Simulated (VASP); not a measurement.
# Nickel with r2SCAN: from relaxation to properties, part 3 of 6

Wanted: the relaxed cell of Nickel and its properties. Left out of this account: 1 further run (core levels: core levels are not valid at this level). The start is a cell from a database of measured crystal structures.

VASP 6.6.1, plane waves and PAW; the level of theory is named at each step.

Still holding for the runs below: The k-mesh is coarse for a metal.

So far, largest spin moment in the PAW sphere (μB): step 2 (magnetic order: ferromagnetic) 0.778; step 3 (magnetic order: antiferromagnetic, q = (0, 0, 1/2)) 0.568; step 4 (magnetic order: antiferromagnetic, q = (1/2, 1/2, 0)) 0.29.

### 7. Full relaxation (r2SCAN)

Level of this step: r2SCAN, spin-polarised from a ferromagnetic start (one magnetic atom a cell); plane waves and PAW (Ni) (VASP).

Properties are meant for the cell that this level of theory prefers, so cell and atoms are relaxed first (ISIF = 3) until forces and stress are small; EDIFFG sets the threshold.

Input file INCAR:

```
SYSTEM = Ni
PREC = Accurate
ENCUT = 400
EDIFF = 1E-06
NELM = 100
ISMEAR = 1
SIGMA = 0.2
LREAL = .FALSE.
ALGO = Normal
METAGGA = R2SCAN
LASPH = .TRUE.
NBANDS = 12
ISPIN = 2
MAGMOM = 0.78
LMAXMIX = 4
LORBIT = 11
LWAVE = .FALSE.
LCHARG = .FALSE.
KPAR = 4
IBRION = 2
NSW = 60
ISIF = 3
EDIFFG = -0.01
```

Input file POSCAR:

```
Ni
1.0
    0.0000000000      1.7619350000      1.7619350000
    1.7619350000      0.0000000000      1.7619350000
    1.7619350000      1.7619350000      0.0000000000
Ni
1
Direct
    0.0000000000      0.0000000000      0.0000000000
```

Input file KPOINTS:

```
Automatic mesh
0
Gamma
11 11 11
0 0 0
```

PAW data sets: Ni (PBE family, release 64).

On the command line:

```
$ mpirun -np 4 vasp_std
```

The program printed:

```text
[... set-up lines as in an earlier step ...]
 entering main loop
       N       E                     dE             d eps       ncg     rms          rms(c)
DAV:   1     0.190123588079E+02    0.19012E+02   -0.39515E+03  2828   0.904E+02
DAV:   2    -0.133089296313E+02   -0.32321E+02   -0.30547E+02  2880   0.157E+02
DAV:   3    -0.142872839129E+02   -0.97835E+00   -0.96900E+00  3120   0.311E+01
DAV:   4    -0.142955411468E+02   -0.82572E-02   -0.82560E-02  3124   0.250E+00
DAV:   5    -0.142957113507E+02   -0.17020E-03   -0.17020E-03  3240   0.342E-01    0.105E+01
DAV:   6    -0.124942872630E+02    0.18014E+01   -0.21177E+01  3480   0.628E+01    0.788E+00
DAV:   7    -0.119197115181E+02    0.57458E+00   -0.44287E+00  3348   0.234E+01    0.217E+00
DAV:   8    -0.119236092548E+02   -0.38977E-02   -0.39782E-02  3072   0.197E+00    0.119E+00
DAV:   9    -0.119226342804E+02    0.97497E-03   -0.41194E-03  3692   0.604E-01    0.481E-01
DAV:  10    -0.119225295730E+02    0.10471E-03   -0.90566E-03  3372   0.106E+00    0.799E-02
DAV:  11    -0.119226500883E+02   -0.12052E-03   -0.52633E-04  3552   0.282E-01    0.528E-02
DAV:  12    -0.119226871309E+02   -0.37043E-04   -0.39445E-05  3332   0.681E-02    0.369E-02
DAV:  13    -0.119227374808E+02   -0.50350E-04   -0.21057E-04  3276   0.144E-01    0.125E-02
DAV:  14    -0.119227458630E+02   -0.83822E-05   -0.47100E-06  3016   0.220E-02    0.796E-03
DAV:  15    -0.119227413306E+02    0.45324E-05   -0.24765E-06  2272   0.155E-02    0.293E-03
DAV:  16    -0.119227425406E+02   -0.12101E-05   -0.28510E-07  1500   0.649E-03    0.127E-03
DAV:  17    -0.119227417767E+02    0.76394E-06   -0.56716E-08  1440   0.269E-03
   1 F= -.11922742E+02 E0= -.11921571E+02  d E =-.119227E+02  mag=     0.7550
 curvature:   0.00 expect dE= 0.000E+00 dE for cont linesearch  0.000E+00
 trial: gam= 0.00000 g(F)=  0.000E+00 g(S)=  0.410E-01 ort = 0.000E+00 (trialstep = 0.100E+01)
 search vector abs. value=  0.410E-01
 bond charge predicted
       N       E                     dE             d eps       ncg     rms          rms(c)
DAV:   1    -0.129727208166E+02   -0.10500E+01   -0.14146E+01  3388   0.520E+01    0.881E+00
DAV:   2    -0.121365959996E+02    0.83612E+00   -0.11414E+01  3476   0.457E+01    0.452E+00
DAV:   3    -0.119373461643E+02    0.19925E+00   -0.15156E+00  3404   0.156E+01    0.172E+00
DAV:   4    -0.119281679394E+02    0.91782E-02   -0.25742E-02  3052   0.117E+00    0.753E-01
DAV:   5    -0.119246062671E+02    0.35617E-02   -0.96907E-03  3588   0.956E-01    0.403E-01
DAV:   6    -0.119259492067E+02   -0.13429E-02   -0.43577E-03  3508   0.761E-01    0.200E-01
DAV:   7    -0.119259886566E+02   -0.39450E-04   -0.53537E-04  3400   0.244E-01    0.678E-02
DAV:   8    -0.119259987801E+02   -0.10123E-04   -0.11634E-05  3104   0.479E-02    0.197E-02
DAV:   9    -0.119259911315E+02    0.76485E-05   -0.21088E-06  2760   0.172E-02    0.105E-02
DAV:  10    -0.119259960996E+02   -0.49680E-05   -0.42527E-06  2240   0.210E-02    0.470E-03
DAV:  11    -0.119259954783E+02    0.62130E-06   -0.29782E-07  1464   0.522E-03
   2 F= -.11925995E+02 E0= -.11925482E+02  d E =-.325370E-02  mag=     0.6124
[...]
3 F= -.11934546E+02 E0= -.11933505E+02  d E =-.118044E-01  mag=     0.6436
 curvature:  -0.25 expect dE=-0.421E-05 dE for cont linesearch -0.421E-05
 ZBRENT: interpolating
 opt :   0.5661  next Energy=   -11.934550 (dE=-0.118E-01)
 bond charge predicted
       N       E                     dE             d eps       ncg     rms          rms(c)
DAV:   1    -0.119346884888E+02   -0.14245E-03   -0.18466E-03  3380   0.613E-01    0.101E-01
DAV:   2    -0.119345868134E+02    0.10168E-03   -0.17987E-03  3472   0.523E-01    0.549E-02
DAV:   3    -0.119345518367E+02    0.34977E-04   -0.26994E-04  3372   0.206E-01    0.184E-02
DAV:   4    -0.119345504375E+02    0.13992E-05   -0.57514E-06  2832   0.169E-02    0.867E-03
DAV:   5    -0.119345488089E+02    0.16287E-05   -0.15188E-06  1632   0.137E-02    0.408E-03
DAV:   6    -0.119345476554E+02    0.11534E-05   -0.80019E-07  1404   0.107E-02    0.120E-03
DAV:   7    -0.119345470589E+02    0.59654E-06   -0.76087E-08  1416   0.279E-03
   4 F= -.11934547E+02 E0= -.11933522E+02  d E =-.118053E-01  mag=     0.6423
 curvature:  -0.23 expect dE=-0.111E-07 dE for cont linesearch -0.111E-07
 trial: gam=-0.00109 g(F)=  0.153E-62 g(S)=  0.489E-07 ort = 0.448E-04 (trialstep = 0.913E+00)
 search vector abs. value=  0.100E-09
 reached required accuracy - stopping structural energy minimisation
```

Wall time 21 s (4 MPI ranks of Intel Xeon 6975P-C (Granite Rapids), shared host); peak memory 0.51 GiB.

Parts of OUTCAR (step 7):

```text
   NELECT =      10.0000    total number of electrons

 E-fermi :   9.8616

 spin component 1
 k-point     1 :       0.0000    0.0000    0.0000
  band No.  band energies     occupation
    ...
      2       6.9089      1.00000
      3       6.9089      1.00000
      4       6.9089      1.00000
      5       8.2513      1.00000
      6       8.2513      1.00000
      7      34.7555      0.00000
      8      39.2229      0.00000
      9      39.2229      0.00000
     10      39.2235      0.00000
     11      41.9928      0.00000
    ...

 k-point     2 :       0.0909    0.0000    0.0000
  band No.  band energies     occupation
    ...
      2       6.8241      1.00000
      3       6.9829      1.00000
      4       6.9829      1.00000
      5       8.2215      1.00000
      6       8.2215      1.00000
      7      33.3662      0.00000
      8      36.4604      0.00000
      9      38.4661      0.00000
     10      38.4666      0.00000
     11      43.1009      0.00000
    ...

  Total       -0.0005814     -0.0005814     -0.0005814      0.0000000     -0.0000000      0.0000000
  in kB       -0.0889738     -0.0889738     -0.0889738      0.0000000     -0.0000000      0.0000000
  external PRESSURE =      -0.0889738 kB  Pullay stress =       0.0000000 kB

 POSITION                                       TOTAL-FORCE (eV/Angst)
 -----------------------------------------------------------------------------------
      0.00000      0.00000      0.00000         0.000000      0.000000      0.000000
 -----------------------------------------------------------------------------------
    total drift:                                0.000000      0.000000      0.000000

  FREE ENERGIE OF THE ION-ELECTRON SYSTEM (eV)
  ---------------------------------------------------
  free  energy   TOTEN  =       -11.9345470589 eV

  energy  without entropy=      -11.9314704508  energy(sigma->0) =      -11.93352152

 magnetization (x)
# of ion       s       p       d       tot
------------------------------------------
    1       -0.013  -0.045   0.718   0.661

[... 8 parts as in an earlier step ...]

[... 15 further parts left out ...]
```

The magnetic order is the lowest of the few collinear ones that converged above; longer or canted patterns were not tried. The run keeps the 48 symmetry operations of its start, so it cannot find a distortion of lower symmetry.

Step by step:

```
step  energy less that of the first step (eV)  largest force (eV/Å)  pressure (GPa)  volume (Å³)
   1                                   0.0000                0.0000           -7.79        10.94
   2                                  -0.0033                0.0000            8.08        10.12
   3                                  -0.0118                0.0000           -0.16        10.48
   4                                  -0.0118                0.0000           -0.01        10.47
```

```
conventional cell, symmetrised  before  after  change
                         a (Å)   3.524  3.473  -1.5 %
                         b (Å)   3.524  3.473  -1.5 %
                         c (Å)   3.524  3.473  -1.5 %
              volume (Å³/atom)   10.94  10.47  -4.3 %
```

The relaxed structure:

```cif
data_structure
_symmetry_space_group_name_H-M 'P 1'
_symmetry_Int_Tables_number 1
_cell_length_a 2.4555
_cell_length_b 2.4555
_cell_length_c 2.4555
_cell_angle_alpha 60.000
_cell_angle_beta 60.000
_cell_angle_gamma 60.000
_cell_volume 10.47
loop_
_atom_site_label
_atom_site_type_symbol
_atom_site_fract_x
_atom_site_fract_y
_atom_site_fract_z
_atom_site_occupancy
Ni1 Ni 0.00000 0.00000 0.00000 1
```

Numbers from this step:

* electrons: 10
* bands: 12
* irreducible k-points: 56
* symmetry operations: 48
* free energy (TOTEN): -11.93 eV
* energy at zero smearing: -11.93 eV
* Fermi energy: 9.862 eV
* pressure: -0.008897 GPa
* moment of the cell, from the last line of the log: 0.6423 μB
* SCF cycles over all ionic steps: 46

Spin moment in the PAW sphere by atom:

```
atom  spin moment in the PAW sphere (μB)
 Ni1                               0.661
```

It ends with forces that vanish by symmetry and a pressure of -0.01 GPa.

### 8. Second relaxation

The basis stayed that of the start cell while the cell moved. A rerun from the cell reached resets it; the error of the finite cutoff stays.

INCAR is that of step 7.

Input file POSCAR:

```
Ni
1.0
    0.0000000000      1.7363269909      1.7363269909
    1.7363269909      0.0000000000      1.7363269909
    1.7363269909      1.7363269909      0.0000000000
Ni
1
Direct
    0.0000000000      0.0000000000      0.0000000000
```

KPOINTS is that of step 7.

On the command line:

```
$ mpirun -np 4 vasp_std
```

The program printed:

```text
[... set-up lines as in an earlier step ...]
 entering main loop
       N       E                     dE             d eps       ncg     rms          rms(c)
DAV:   1     0.186303896978E+02    0.18630E+02   -0.38506E+03  2792   0.905E+02
DAV:   2    -0.133922089257E+02   -0.32023E+02   -0.30366E+02  2948   0.158E+02
DAV:   3    -0.142530469593E+02   -0.86084E+00   -0.85451E+00  3048   0.295E+01
DAV:   4    -0.142601315736E+02   -0.70846E-02   -0.70833E-02  3236   0.234E+00
DAV:   5    -0.142602683796E+02   -0.13681E-03   -0.13681E-03  3220   0.292E-01    0.109E+01
DAV:   6    -0.124317162759E+02    0.18286E+01   -0.19696E+01  3496   0.611E+01    0.729E+00
DAV:   7    -0.119367384127E+02    0.49498E+00   -0.39281E+00  3332   0.224E+01    0.232E+00
DAV:   8    -0.119345179281E+02    0.22205E-02   -0.37427E-02  3144   0.185E+00    0.118E+00
DAV:   9    -0.119325852622E+02    0.19327E-02   -0.28477E-03  3704   0.508E-01    0.402E-01
DAV:  10    -0.119319420436E+02    0.64322E-03   -0.44063E-03  3508   0.800E-01    0.742E-02
DAV:  11    -0.119319773588E+02   -0.35315E-04   -0.20213E-04  3412   0.182E-01    0.400E-02
DAV:  12    -0.119319831568E+02   -0.57979E-05   -0.10662E-05  3012   0.330E-02    0.246E-02
DAV:  13    -0.119319797374E+02    0.34193E-05   -0.17026E-05  3352   0.492E-02    0.711E-03
DAV:  14    -0.119319811247E+02   -0.13872E-05   -0.42736E-07  1868   0.736E-03    0.391E-03
DAV:  15    -0.119319827702E+02   -0.16456E-05   -0.56053E-07  1528   0.712E-03    0.114E-03
DAV:  16    -0.119319834027E+02   -0.63247E-06   -0.11583E-07  1480   0.428E-03
   1 F= -.11931983E+02 E0= -.11930956E+02  d E =-.119320E+02  mag=     0.6427
 curvature:   0.00 expect dE= 0.000E+00 dE for cont linesearch  0.000E+00
 trial: gam= 0.00000 g(F)=  0.651E-62 g(S)=  0.423E-05 ort = 0.000E+00 (trialstep = 0.100E+01)
 search vector abs. value=  0.423E-05
 reached required accuracy - stopping structural energy minimisation
```

Wall time 6.4 s (4 MPI ranks); peak memory 0.48 GiB.

From OUTCAR (step 8):

```text
   ENCUT  =  400.0 eV  29.40 Ry    5.42 a.u.   4.00  4.00  4.00*2*pi/ulx,y,z

   NELECT =      10.0000    total number of electrons

 E-fermi :   9.8630

 spin component 1
 k-point     1 :       0.0000    0.0000    0.0000
  band No.  band energies     occupation
    ...
      2       6.9094      1.00000
      3       6.9094      1.00000
      4       6.9094      1.00000
      5       8.2521      1.00000
      6       8.2521      1.00000
      7      34.7560      0.00000
      8      39.2227      0.00000
      9      39.2227      0.00000
     10      39.2234      0.00000
     11      41.9927      0.00000
    ...

 k-point     2 :       0.0909    0.0000    0.0000
  band No.  band energies     occupation
    ...
      2       6.8246      1.00000
      3       6.9834      1.00000
      4       6.9835      1.00000
      5       8.2222      1.00000
      6       8.2223      1.00000
      7      33.3665      0.00000
      8      36.4605      0.00000
      9      38.4659      0.00000
     10      38.4664      0.00000
     11      43.1008      0.00000
    ...

  Total       -0.0054049     -0.0054049     -0.0054049      0.0000000      0.0000000     -0.0000000
  in kB       -0.8271368     -0.8271368     -0.8271368      0.0000000      0.0000000     -0.0000000
  external PRESSURE =      -0.8271368 kB  Pullay stress =       0.0000000 kB

 POSITION                                       TOTAL-FORCE (eV/Angst)
 -----------------------------------------------------------------------------------
      0.00000      0.00000      0.00000         0.000000      0.000000     -0.000000
 -----------------------------------------------------------------------------------
    total drift:                                0.000000      0.000000      0.000000

  FREE ENERGIE OF THE ION-ELECTRON SYSTEM (eV)
  ---------------------------------------------------
  free  energy   TOTEN  =       -11.9319834027 eV

  energy  without entropy=      -11.9289016674  energy(sigma->0) =      -11.93095616

[... 7 parts as in an earlier step ...]

[... 16 further parts left out ...]
```

Little changed from the start: no atom moved by 0.005 Å and no cell edge by 0.1 %.

Numbers from this step:

* Fermi energy: 9.863 eV
* pressure: -0.08271 GPa
* moment of the cell, from the last line of the log: 0.6427 μB
* SCF cycles over all ionic steps: 16

It ends with forces that vanish by symmetry and a pressure of -0.08 GPa. The volume moved by under 0.01 %: the run met its threshold at the first step.

(Part 3 of 6 ends here.)

[Lines on the potential files, build, host, timing and source positions are cut from VASP's logs without a mark.]

[Logs are printed without paths, hosts, clocks, repeated set-up lines and the standing remarks that a program may print on its own settings, such as how far it seeks lower states.]

[Hosts, paths, dates, database ids (printed as entryN), source tags and the programs' standing remarks are cut or masked in the printed files.]

[A measured line is paired with the nearest computed mode of its activity, which favours agreement.]
